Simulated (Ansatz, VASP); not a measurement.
# Cross-check of Mo2SNO (Mo2NOS MXene bilayer, like faces together) between VASP and Ansatz

One calculation is typed for both programs; each brings its own data sets. How far apart do they land? The structure shown is the start of the Ansatz relaxation below; VASP solves that cell, so the two are compared at the walk's first step.

Calculated with Ansatz 0.2.0; plane waves, with VASP 6.6.1 beside it; single point at PBEsol with D3(BJ).

## 1. The starting structure

The cell holds 10 atoms: 2 S, 4 Mo, 2 N and 2 O. Cell: a = 2.953 Å, b = 2.953 Å, c = 57.602 Å, α = 90.0°, β = 90.0°, γ = 120.0°. Vacuum lies along c.

## 2. Ansatz: relaxation, PBEsol with D3(BJ)

Ansatz runs on its default PAW (the set named soft_2) files.

The two programs are compared at the cell with which this relaxation starts, whose forces are those of its first step.

The input, input.yaml:

```yaml
crystal:
  lattice:
    - [2.953236, 0.0, 0.0]
    - [-1.476618, 2.5575773994, 0.0]
    - [0.0, 0.0, 57.6024503305]
  atoms:
    - { symbol: S, position: [0.3333333333, 0.6666666667, 0.3845322529] }
    - { symbol: Mo, position: [0.6666666667, 0.3333333333, 0.4147357843], spin: 1.0 }
    - { symbol: "N", position: [0.0, 0.0, 0.4349652752] }
    - { symbol: Mo, position: [0.3333333333, 0.6666666667, 0.4551947661], spin: 1.0 }
    - { symbol: O, position: [0.6666666667, 0.3333333333, 0.4748274598] }
    - { symbol: S, position: [0.6666666667, 0.3333333333, 0.6154677471] }
    - { symbol: Mo, position: [0.0, 0.0, 0.5852642157], spin: 1.0 }
    - { symbol: "N", position: [0.3333333333, 0.6666666667, 0.5650347248] }
    - { symbol: Mo, position: [0.6666666667, 0.3333333333, 0.5448052339], spin: 1.0 }
    - { symbol: O, position: [0.0, 0.0, 0.5251725402] }
  periodic: [true, true, false]
magnetization:
  spin_polarized: true
kpoints:
  mp_grid: { grid: [12, 12, 1] }
hamiltonian:
  xc: pbesol
  dispersion: d3bj
scf:
  occupations: { method: fermi_dirac, width: 0.05 }
  convergence: { dr2_threshold: 1.0e-09 }
relax:
  f_tol: 0.004
  max_steps: 90
  cell: {}
output:
  write_potential: true
  write_density: true
  volumetric_format: npy
```

Launch:

```
$ ansatz run input.yaml --threads 4 --pin off --max-ram 12288MiB --backend cpu --events-out ev --progress --plain --runs-dir out
```

Numbers of over 12 decimals in the logs are rounded to 6 here.

The log of the run:

```text
Warning: relax.cell: scf.convergence.dr2_threshold = 1e-9 eV is looser than the 1.84160641024e-10 eV advised for a relaxation that steers and ends on the stress (1e-10 eV for each atom of the cell: 10, times the square of relax.cell.stress_2d_tol = 0.05 N/m over 23.3 Å (the atoms' height at the walk's start and 5 Å past either face), 2.146e-2 GPa, over a crystal's default 0.05). What an SCF threshold leaves in a stress goes as its square root, and in the free energy as the threshold itself, and one threshold admits the most on a small cell: [figures from the program's tests cut] Set scf.convergence.dr2_threshold to 1.84160641024e-10 eV or tighter. [rest of the remark cut]
Engine: ansatz 0.2.0, x86_64-unknown-linux-gnu
Pseudopotentials: kind: paw
Pseudopotential: S, paw, valence charge 6, recommended cutoff 420 eV (normal), S.paw.azcp
Pseudopotential: Mo, paw, valence charge 14, recommended cutoff 420 eV (normal), Mo.paw.azcp
Pseudopotential: N, paw, valence charge 5, recommended cutoff 420 eV (normal), N.paw.azcp
Pseudopotential: O, paw, valence charge 6, recommended cutoff 420 eV (normal), O.paw.azcp
Functional definition: PBEsol
  exchange = pbesol_x
  correlation = pbesol_c
Crystal: 10 atoms, lattice volume = 435.079 Å³
Basis set: ecut = 420 eV, 8341 PW (Γ), exchange–correlation on 40×40×800 points (8 copies of the dense FFT grid, shifted against one another)
Bands: 57, of which v1, the nominal top of the filled ones, is band 45 counted from 1 (44 counted from 0)
Symmetry: 6 space group operations
Space group: P3m1 (ITA 156), of the structure as read, at distance tolerance 7.6e-5 Å
Magnetic group: BNS 156.49 (UNI 1279), of the structure as read, at distance tolerance 7.6e-5 Å
k-points: 19 of 144 (time reversal used)
Non-local potential: S, projectors of the file, l = 0: 2, l = 1: 2, l = 2: 2
Non-local potential: Mo, projectors of the file, l = 0: 3, l = 1: 2, l = 2: 2, l = 3: 1
Non-local potential: N, projectors of the file, l = 0: 2, l = 1: 2, l = 2: 1
Non-local potential: O, projectors of the file, l = 0: 2, l = 1: 2, l = 2: 1
PAW form: soft (Blöchl's): semilocal exchange-correlation on the pseudo side does not see the compensation charge
PAW frozen core: S, regenerated for the run's functional, and the local potential with it (the file was generated under x = pbe(κ = 0.804, μ = 0.219515), c = pbe(β = 0.066725))
PAW frozen core: Mo, regenerated for the run's functional, and the local potential with it (the file was generated under x = pbe(κ = 0.804, μ = 0.219515), c = pbe(β = 0.066725))
PAW frozen core: N, regenerated for the run's functional, and the local potential with it (the file was generated under x = pbe(κ = 0.804, μ = 0.219515), c = pbe(β = 0.066725))
PAW frozen core: O, regenerated for the run's functional, and the local potential with it (the file was generated under x = pbe(κ = 0.804, μ = 0.219515), c = pbe(β = 0.066725))
PAW one-centre angular grid: S, 110 points (default); XC on 64 Gauss nodes
PAW one-centre angular grid: Mo, 590 points (default); XC on 64 Gauss nodes
PAW one-centre angular grid: N, 110 points (default); XC on 64 Gauss nodes
PAW one-centre angular grid: O, 110 points (default); XC on 64 Gauss nodes
Initial density: superposition of atomic densities (neutral atoms: chi_scale 0, normalization atom)
Starting moments: Σ|m| = 4 μB on 4 of 10 sites
Initial wavefunctions: pseudopotential atomic-orbital guess
Functional: x = pbesol(κ = 0.804, μ = 0.123457), c = pbesol(β = 0.046)
SCF iter   1: F=—  HF=-23254.302612 eV  |F-HF|=—  |Δ(HF+E_count)|=         —  Δρ=4.81e-2 (↑4.81e-2 ↓4.13e-2)  dr2=4.32e1  dr2_m=2.10e-1  M=2.063 μB ∫|m|=2.301 μB  β_m=0.30  ethr=3.10e-3  ⟨swp⟩=15.8  Hψ=16373  notcnv=0  defer=9
Mixer restart at iter 1: flushing history
preconditioner: auto → LDOS  [metal: Δε(μ)=0.009 eV  Ē_g=10.523 eV  σ=0.050 eV  W_gap=0.04  n_scr=38 (ndim 8)  ℏωp=13.6 eV  f_vac=0.705  D(μ)=5.95/eV (n_scr^D=28)]
spin=Collinear: LDOS preconditioning applied to the charge; magnetization (m = ρ↑ − ρ↓) channel mixes plain (no charge-response kernel on spin).
SCF iter   2: F=—  HF=-23247.326293 eV  |F-HF|=—  |Δ(HF+E_count)|=    6.98e0  Δρ=3.18e-2 (↑3.18e-2 ↓2.73e-2)  dr2=2.03e1  dr2_m=1.19e-1  M=1.858 μB ∫|m|=2.110 μB  β_m=0.55  ethr=3.10e-3  ⟨swp⟩=3.9  Hψ=5877  notcnv=0  defer=100
[...]
basis re-selected at this cell: Δ(F+E_penalty+E_count) = +2.138e-4 eV, ΔP = -0.003 N/m vs the last step (what re-selecting the basis moved, of the pressure what is left beyond the Pulay correction that the steps carried, after the strain that the cell walked since its last selection, with what the two solves' SCF thresholds leave and, on support functions, any second-order correction that the steps lacked; it is no m [...]
WARN: The output density's exchange-correlation potential varies sharply where the density is thin. Do not read a vacuum level from v_tot or v_xc, or from such a field of the output density. On a cell that repeats whose density bears no net charge and no dipole along the vacuum's axis use v_es (v_loc + v_h of the components); under efield.dipole_correction with no amplitude use v_es + v_field, which holds any externa [...]
SCF converged after 4 iterations
Magnetization: 0.0000 μB (45.0000 up, 45.0000 down)
Absolute magnetization: 0.0000 μB (∫|ρ↑−ρ↓|, with the PAW one-centre terms)
Spin contamination: 0.0000 ħ² per cell (⟨S²⟩ above its minimum at these occupations)
Per-site moments (μB) at R_I (Å): [(-8.095788901846937e-8, 0.972235), (5.086924497858211e-7, 0.912122), (3.0220033686725744e-8, 0.879359), (4.773397710221016e-7, 0.839491), (-2.515084002278179e-8, 0.839491), (-8.326376143650529e-8, 0.972211), (5.138257956641009e-7, 0.912110), (2.987016433727629e-8, 0.879316), (4.839960525356947e-7, 0.839210), (-2.0886349988419106e-8, 0.839210)]
Free energy (F): -23244.135152 eV
Harris-Foulkes:  -23244.135152 eV  (|F-HF|=3.42e-10)
Internal energy: -23244.083361 eV  (E = F + TS)
E sigma→0 (E₀):  -23244.109256 eV
Entropy (-TS):   -0.051792 eV (-5.179 meV/atom)
Fermi energy:    -5.076854 eV
--- Per-component energies (eV) ---
  E_band       = -2215.251324
  E_kinetic    = 2600.678090
  E_local      = -962717.827239  (includes V_loc(G=0)·N_el)
  E_nonlocal   = 823.054886
  E_hartree    = 479604.873285
  E_xc         = -1190.515073
  E_vxc        = -1432.914812  (∫ρ·V_xc dr)
  E_paw        = -14291.717846  (= ΣΔE_a)
  E_vpaw       = -697.988750  (= ΣTr[D̂ρ^β])
  E_aug_tail   = 0.005243  (compensation charges beyond the density's cutoff)
  E_ewald      = 471929.339361
  E_disp       = -3.061938  (pairwise vdW)
  E_core_change = 1.087869  (= ΣΔE_core)
  E_smearing   = -0.051792  (= −TS)
  E_closure    = 0.000000  (closes the sum)
  Σ components = -23244.135152   (vs F -23244.135152, Δ=0.00e0)
--- Forces (eV/Å), atoms counted from 1 ---
  atom   1  S     -0.00000000     0.00000000     0.00015957
  atom   2  Mo    -0.00000000    -0.00000000    -0.00043920
  atom   3  N      0.00000000     0.00000000    -0.00089301
  atom   4  Mo     0.00000000     0.00000000    -0.00022235
  atom   5  O     -0.00000000     0.00000000     0.00176277
  atom   6  S     -0.00000000     0.00000000    -0.00025151
  atom   7  Mo    -0.00000000    -0.00000000     0.00064037
  atom   8  N      0.00000000     0.00000000     0.00093884
  atom   9  Mo    -0.00000000     0.00000000     0.00024576
  atom  10  O      0.00000000     0.00000000    -0.00194124
  max |Σ_I F_I| component: 1.66e-8 eV/Å
--- 2D stress c σ (N/m, compression-positive) ---
        0.021735       0.000000       0.000000
        0.000000       0.021735       0.000000
        0.000000       0.000000       0.000000
  P = ½ c Tr σ = 0.0217 N/m
--- Band table (eV; the first three rows and the last of 38) ---
  k-point 0 ↑: bands = [... 41 lower, -6.5990, -5.8919, -5.8919, -5.8886, -5.8886, -5.1815, -5.1815, -5.1736, ... 8 higher]
  k-point 1 ↑: bands = [... 41 lower, -6.6992, -5.6903, -5.6666, -5.5273, -5.5052, -5.2506, -5.2132, -5.1164, ... 8 higher]
  k-point 2 ↑: bands = [... 41 lower, -6.9502, -5.8007, -5.6650, -5.4342, -5.4121, -5.2009, -5.1610, -4.5093, ... 8 higher]
  k-point 18 ↓: bands = [... 41 lower, -5.5142, -4.8671, -4.8669, -4.5071, -4.4957, -4.2921, -4.2789, -4.1804, ... 8 higher]
  the weakly bound empty levels are not read free of the cell's end (no_gap_told)
--- Relaxed structure (9 steps of the walk, 9 accepted, 2 SCFs on fresh bases) ---
  F+E_penalty+E_count = -23244.13515221 eV   max|allowed force component| = 1.941e-3 eV/Å   (the final SCF, on the basis selected at the relaxed cell)
  cell:  # Å, volume = 422.9395 Å³
    - [2.911745, 0.0, 0]
    - [-1.455872, 2.521645, 0]
    - [0, 0, 57.6024503305]
  atoms:
    - { symbol: S, position: [0.333333, 0.666667, 0.383728] }
    - { symbol: Mo, position: [0.666667, 0.333333, 0.412407] }
    - { symbol: N, position: [-1.2613345405988511e-17, -2.220446049258392e-17, 0.437344] }
    - { symbol: Mo, position: [0.333333, 0.666667, 0.460101] }
    - { symbol: O, position: [0.666667, 0.333333, 0.480014] }
    - { symbol: S, position: [0.666667, 0.333333, 0.616265] }
    - { symbol: Mo, position: [-1.2731797654654493e-17, -2.2204460492583895e-17, 0.587588] }
    - { symbol: N, position: [0.333333, 0.666667, 0.562652] }
    - { symbol: Mo, position: [0.666667, 0.333333, 0.539897] }
    - { symbol: O, position: [-2.895274610810133e-17, -2.220446049258393e-17, 0.520005] }
```

(Continued in part 2 of 2.)

[Lines on the potential files, build, host, timing and source positions are cut from VASP's logs without a mark.]

[Logs are printed without paths, hosts, clocks, repeated set-up lines and the standing remarks that a program may print on its own settings, such as how far it seeks lower states.]

[Hosts, paths, dates, database ids (printed as entryN), source tags and the programs' standing remarks are cut or masked in the printed files.]
